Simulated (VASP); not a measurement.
**C: a series in a change of volume**

How do the elastic response and the band edges of C follow a change of volume?

Main program and level: VASP 6.6.1; LDA; plane waves and PAW (C), in the first sound run; inputs show where later runs differ.

This is a report of a sequence of runs, with most program output left out.

## (1) Starting point

It takes space group Fd-3m (No. 227, cubic). Conventional cell: a = 3.567 Å, b = 3.567 Å, c = 3.567 Å, α = 90.00°, β = 90.00°, γ = 90.00°. Nearest to C lie 4 C at 1.54 Å.

## (2) Relax the crystal, LDA

The series starts from the cell that this level prefers, so that zero strain is near zero stress.

This step took 2 runs in a row; the last is shown.

Level: LDA; plane waves and PAW (C).

Contents of INCAR:

```
SYSTEM = C
PREC = Accurate
ENCUT = 600
EDIFF = 1E-07
NELM = 120
ISMEAR = 0
SIGMA = 0.02
LREAL = .FALSE.
ALGO = Normal
GGA = CA
NBANDS = 10
LASPH = .TRUE.
LORBIT = 11
LWAVE = .FALSE.
LCHARG = .FALSE.
KPAR = 16
IBRION = 2
NSW = 40
ISIF = 3
EDIFFG = -0.005
POTIM = 0.4
```

Contents of POSCAR:

```
C
1.0
    0.0000000000      1.7668691223      1.7668691223
    1.7668691223      0.0000000000      1.7668691223
    1.7668691223      1.7668691223      0.0000000000
C
2
Direct
    0.0000000000      0.0000000000      0.0000000000
    0.2500000000      0.2500000000      0.2500000000
```

Contents of KPOINTS:

```
Automatic mesh
0
Gamma
14 14 14
0 0 0
```

Potentials, in the order of the species: C (LDA family, release 64).

The run is started by

```bash
mpirun -np 16 vasp_std
```

Elapsed: 1.6 s, on 16 MPI ranks of Intel Xeon 6975P-C (Granite Rapids), shared host; peak memory 1.8 GiB; 11 s of CPU time.

This run gave:

| Quantity | Value |
| --- | --- |
| energy(sigma→0) of the program | -20.2522 eV |
| stress, compression positive | xx, yy, zz 0.04, 0.04, 0.04 GPa |
| volume | 11.032 Å³ |
| ionic steps | 1 |

## (3) Relax at fixed volume, LDA

One member in full: the volume is scaled by 1.06, and the cell is held.

Level: LDA; plane waves and PAW (C).

INCAR, as its differences from that of step 2:

```diff
@@ -15,7 +15,8 @@
 LCHARG = .FALSE.
-KPAR = 16
+KPAR = 4
 IBRION = 2
 NSW = 40
-ISIF = 3
-EDIFFG = -0.005
+ISIF = 2
+EDIFFG = -0.004
 POTIM = 0.4
+MAXMIX = 40
```

Contents of POSCAR:

```
C
1.0
    0.0000000000      1.8015224126      1.8015224126
    1.8015224126      0.0000000000      1.8015224126
    1.8015224126      1.8015224126      0.0000000000
C
2
Direct
    0.0000000000      0.0000000000      0.0000000000
    0.2500000000      0.2500000000      0.2500000000
```

KPOINTS is that of step 2.

The run is started by

```bash
mpirun -np 4 vasp_std
```

Wall time 1.8 s (4 MPI ranks); peak memory 0.44 GiB; 5.1 s of CPU time.

Read from the output:

* energy(sigma→0) of the program: -20.2026 eV
* stress, compression positive: xx, yy, zz -24.48, -24.48, -24.48 GPa
* ionic steps: 1

## (4) Dielectric response, LDA

Linear response gives the dielectric tensors, Born charges and zone-centre modes.

Level: LDA; plane waves and PAW (C).

Contents of INCAR:

```
SYSTEM = C
PREC = Accurate
ENCUT = 600
EDIFF = 1E-08
NELM = 120
ISMEAR = 0
SIGMA = 0.02
LREAL = .FALSE.
ALGO = Normal
GGA = CA
NBANDS = 10
LASPH = .TRUE.
LWAVE = .FALSE.
LCHARG = .FALSE.
KPAR = 4
LEPSILON = .TRUE.
IBRION = 8
NSW = 1
```

POSCAR is that of step 3.

Contents of KPOINTS:

```
Automatic mesh
0
Gamma
11 11 11
0 0 0
```

The run is started by

```bash
mpirun -np 4 vasp_std
```

Run time: 11 s. Hardware: 4 MPI ranks; peak memory 0.8 GiB; 43 s of CPU time.

Numbers from this step:

```
ε∞, diagonal : 5.86, 5.86, 5.86
```

## (5) Band edges, TB-mBJ

Short lines in KPOINTS_OPT sample the zone centre, for masses, and the other valleys.

Level: TB-mBJ; plane waves and PAW (C).

TB-mBJ has no energy functional, so the total energy, stress and pressure in this output mean nothing.

Contents of INCAR:

```
SYSTEM = C
PREC = Accurate
ENCUT = 600
EDIFF = 1E-06
NELM = 150
ISMEAR = 0
SIGMA = 0.02
LREAL = .FALSE.
ALGO = Normal
METAGGA = MBJ
LASPH = .TRUE.
NBANDS = 9
LWAVE = .FALSE.
LCHARG = .FALSE.
KPAR = 4
```

POSCAR is that of step 4.

KPOINTS is that of step 4.

Contents of KPOINTS_OPT:

```
Line mode
6
Line-mode
Reciprocal
  0.00000000   0.00000000   0.00000000
  0.01433606   0.01433606  -0.00000000

  0.00000000   0.00000000   0.00000000
 -0.00000000  -0.01433606  -0.01433606

  0.31000000   0.31000000   0.00000000
  0.50000000   0.50000000   0.00000000

  0.00000000   0.31000000   0.31000000
  0.00000000   0.50000000   0.50000000

  0.45000000   0.45000000   0.45000000
  0.50000000   0.50000000   0.50000000

  0.45000000   0.00000000   0.00000000
  0.50000000   0.00000000   0.00000000

  0.42500000   0.42500000   0.00000000
  0.42500000   0.43933606   0.01433606

  0.50000000   0.50000000   0.50000000
  0.48986287   0.51013713   0.50000000
```

The run is started by

```bash
mpirun -np 4 vasp_std
```

Wall time 4.8 s (4 MPI ranks); peak memory 0.52 GiB; 17 s of CPU time.

## (6) Band edges, r2SCAN

Level: r2SCAN; plane waves and PAW (C).

INCAR, as its differences from that of step 5:

```diff
@@ -4,3 +4,3 @@
 EDIFF = 1E-06
-NELM = 150
+NELM = 100
 ISMEAR = 0
@@ -9,3 +9,3 @@
 ALGO = Normal
-METAGGA = MBJ
+METAGGA = R2SCAN
 LASPH = .TRUE.
```

POSCAR is that of step 5.

KPOINTS is that of step 5.

KPOINTS_OPT is that of step 5.

The run is started by

```bash
mpirun -np 4 vasp_std
```

It took 4.6 s on 4 MPI ranks; peak memory 0.46 GiB; 16 s of CPU time.

This run gave:

- energy(sigma→0) of the program: -37.6095 eV
- stress, compression positive: xx, yy, zz -15.88, -15.88, -15.88 GPa

The run ends at a pressure of -15.88 GPa.

## (7) Band edges, HSE06

Level: HSE06; plane waves and PAW (C).

INCAR, as its differences from that of step 6:

```diff
@@ -9,5 +9,9 @@
 ALGO = Normal
-METAGGA = R2SCAN
+LHFCALC = .TRUE.
+AEXX = 0.25
+GGA = PE
+HFSCREEN = 0.2
 LASPH = .TRUE.
 NBANDS = 9
+PRECFOCK = Fast
 LWAVE = .FALSE.
```

POSCAR is that of step 6.

Contents of KPOINTS:

```
Automatic mesh
0
Gamma
7 7 7
0 0 0
```

KPOINTS_OPT is that of step 6.

The run is started by

```bash
mpirun -np 4 vasp_std
```

It took 37 s on 4 MPI ranks; peak memory 0.87 GiB.

Read from the output:

```
energy(sigma→0) of the program : -21.0803 eV
```

## (8) The whole series

Hybrid runs start from orbitals of a short LDA run, not shown.

Runs beyond LDA use the data sets made with LDA; this shifts their levels slightly, and their total energies have another zero (at TB-mBJ, which has no energy functional, they mean nothing).

The other members went through these steps as far as the tables show, with the same cutoff and, step by step, the same mesh; 50 runs are not shown. The session took 0.90 core hours (wall time by ranks) on a shared machine.

The dielectric columns come from linear-response runs at LDA, run where the gap exceeds a picked 1.2 eV, on a mesh of 11×11×11.

```csv
volume over the relaxed volume,volume (Å³/atom),pressure (GPa),energy above the unstrained row (meV/atom),"gap on the mesh, LDA (eV)",ε∞ (mean),static ε (mean),"largest Born charge, mean of the diagonal (e)",lowest optical mode (cm⁻¹),highest mode without LO–TO splitting (cm⁻¹)
0.940,5.185,32.425,33.898,4.322,5.688,5.688,0.000,1408.180,1408.180
0.955,5.268,23.459,18.961,4.282,5.707,5.707,0.000,1386.260,1386.260
0.970,5.350,15.103,8.551,4.242,5.726,5.726,0.000,1364.980,1364.980
0.985,5.433,7.305,2.294,4.204,5.747,5.747,0.000,1344.240,1344.240
1,5.516,0.037,0.000,4.167,5.767,5.767,0.000,1324.090,1324.090
1.015,5.599,-6.747,1.294,4.130,5.789,5.789,0.000,1304.430,1304.430
1.030,5.681,-13.075,6.016,4.094,5.811,5.811,0.000,1285.290,1285.290
1.045,5.764,-18.974,13.936,4.060,5.833,5.833,0.000,1266.550,1266.550
1.060,5.847,-24.477,24.793,4.026,5.856,5.856,0.000,1248.300,1248.300
```

A cubic of the pressure in ln(V/V₀) through all rows has the slope −B at V₀: B = 468 GPa, and its curvature gives B′ = 3.6.

Band edges at TB-mBJ, counted from the valence-band top at Γ:

```csv
volume over the relaxed volume,gap (eV),conduction band at Γ (eV),Δ or X valley along z (eV),"lowest conduction level at L, [111] (eV)",second valence level below the top (eV),third valence level below the top (eV)
0.940,5.110,6.877,5.107,9.874,0.000,0.000
0.955,5.080,6.831,5.077,9.811,0.000,0.000
0.970,5.050,6.787,5.048,9.747,0.000,0.000
0.985,5.020,6.742,5.019,9.685,0.000,0.000
1,4.992,6.699,4.991,9.623,0.000,0.000
1.015,4.964,6.656,4.964,9.509,0.000,0.000
1.030,4.936,6.613,4.937,9.319,0.000,0.000
1.045,4.911,6.572,4.912,9.136,0.000,0.000
1.060,4.885,6.531,4.885,8.954,0.000,0.000
```

Band edges at r2SCAN, counted from the valence-band top at Γ:

```csv
volume over the relaxed volume,gap (eV),conduction band at Γ (eV),Δ or X valley along z (eV),"lowest conduction level at L, [111] (eV)",second valence level below the top (eV),third valence level below the top (eV)
0.940,4.527,6.080,4.529,9.247,0.000,0.000
0.955,4.489,6.037,4.491,9.181,0.000,0.000
0.970,4.453,5.993,4.454,9.116,0.000,0.000
0.985,4.416,5.951,4.418,9.051,0.000,0.000
1,4.381,5.909,4.383,8.987,0.000,0.000
1.015,4.347,5.868,4.348,8.924,0.000,0.000
1.030,4.313,5.828,4.314,8.862,0.000,0.000
1.045,4.281,5.788,4.282,8.801,0.000,0.000
1.060,4.249,5.749,4.249,8.691,0.000,0.000
```

Band edges at HSE06, counted from the valence-band top at Γ, with one row partly withheld:

```csv
volume over the relaxed volume,gap (eV),conduction band at Γ (eV),Δ or X valley along z (eV),"lowest conduction level at L, [111] (eV)",second valence level below the top (eV),third valence level below the top (eV)
0.940,5.529,7.266,5.522,10.433,0.000,0.000
0.955,5.489,7.218,5.481,10.363,0.000,0.000
0.970,5.450,7.170,5.442,10.294,0.000,0.000
0.985,5.412,7.123,5.403,10.227,0.000,0.000
1,5.374,7.077,5.364,10.160,0.000,0.000
1.015,5.337,7.031,5.327,10.094,0.000,0.000
1.030,5.302,6.987,5.291,10.029,0.000,0.000
1.045,?,6.943,?,9.965,0.000,0.000
1.060,5.232,6.900,5.222,9.902,0.000,0.000
```

## (9) A fit to the known rows

The quantity to fit is the Δ or X valley above the valence top at HSE06: 5.522, 5.481, 5.442, 5.403, 5.364, 5.327, 5.291, 5.222 eV in the rows shown.

Fitting a parabola to the 8 known rows (u: logarithm of the volume ratio) gives E = 0.8837 u² − 2.501 u + 5.364 in eV; the residuals are 2.6e-4 eV r.m.s.

For the withheld row, u = 0.04402, the fit gives 5.2560 eV.

## (10) The withheld row

The calculation gives 5.2557 eV, so the prediction is 0.0003 eV too high.

## (11) Outcome

| Property | Result |
| --- | --- |
| bulk modulus | 468 GPa |
| gap of the unstrained cell, TB-mBJ | 4.99 eV |
| gap of the unstrained cell, r2SCAN | 4.38 eV |
| gap of the unstrained cell, HSE06 | 5.37 eV |
| dE/d ln V of the Δ or X valley above the valence top, HSE06 | -2.50 eV |
| error of the predicted row | 0.3 meV |

In words: The slope of the energy gives 0.89 GPa at the relaxed volume where the pressure column has 0.04 GPa, a mark of the finite basis. The electronic dielectric constant goes from 5.69 at 0.94 to 5.86 at 1.06 of the relaxed volume; d ln / d ln V = 0.24. The static dielectric constant goes from 5.69 at 0.94 to 5.86 at 1.06 of the relaxed volume; d ln / d ln V = 0.24. The highest mode without LO–TO splitting (cm⁻¹) goes from 1408 at 0.94 to 1248 at 1.06 of the relaxed volume; d ln / d ln V = -1.00, a Grüneisen parameter of 1.00. At TB-mBJ the lowest conduction valley is Δ or X throughout, and the gap runs between 4.88 and 5.11 eV. At r2SCAN the lowest conduction valley is Δ or X throughout, and the gap runs between 4.25 and 4.53 eV. At HSE06 the lowest conduction valley is Δ or X throughout, and the gap runs between 5.23 and 5.53 eV. Hole masses are left out throughout, since the top bands are degenerate or cross in many series; of conduction masses, those of the Γ, L and (for Si and Ge under (001) strain) Δ valleys are kept where they change by under an eighth between rows. A measured gap of unstrained C is 5.5 eV (arxiv:1902.02958, band gap, experimental literature value, temperature not given); the static gaps here belong to the lattice relaxed at LDA. TB-mBJ is a potential fitted for gaps; it has no energy functional, so its total energies and forces mean nothing, and its bands tend to come out too narrow. r2SCAN opens gaps somewhat over GGA but leaves them below measured values as a rule. HSE06 ran on a coarser mesh than the semilocal levels. Spin-orbit coupling is left out at TB-mBJ, r2SCAN and HSE06, so the valence splittings there lack it. Δ or X levels are the lowest on their line, refined by a parabola unless they lie at X; the gap is read from all points sampled and can differ from the lowest valley by some meV, or by tens of meV where strain moves the valence top off Γ. Temperature, zero-point motion and excitons are left out.

[Lines on the potential files, build, host, timing and source positions are cut from VASP's logs without a mark.]

[Logs are printed without paths, hosts, clocks, repeated set-up lines and the standing remarks that a program may print on its own settings, such as how far it seeks lower states.]

[Hosts, paths, dates, database ids (printed as entryN), source tags and the programs' standing remarks are cut or masked in the printed files.]

[In band tables of VASP the shares of atoms and orbitals are scaled to a sum of 1 inside the atoms' spheres.]
